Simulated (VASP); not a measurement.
Input:

```
ScB
1.0
    0.00000     2.66366     2.66366
    2.66366     0.00000     2.66366
    2.66366     2.66366     0.00000
Sc B
1 1
Direct
  0.00000   0.00000   0.00000
  0.25000   0.25000   0.25000
```

Calculation: PBEsol GGA, VASP's PBE PAW potentials (set 64) (plane waves; VASP). Run with 520 eV cut-off, 13×13×13 Γ-centred mesh, tetrahedra with Blöchl corrections, potentials Sc_sv B.

**Question.** Predict the energy per atom (σ→0), band gap (on the k-mesh) with the smallest direct gap where there is one.

**Answer.** 
* **band gap (on the k-mesh)**: none (metal, semimetal or under 0.01 eV)
* **energy per atom (σ→0)**: -5.782 eV/atom

Total energies compare only between runs with the same potentials, cut-off and functional.

The structure was generated: ScB was put into the zinc blende type (F-43m), which need not be its known phase. It was relaxed first, which changed the volume by -25 %.
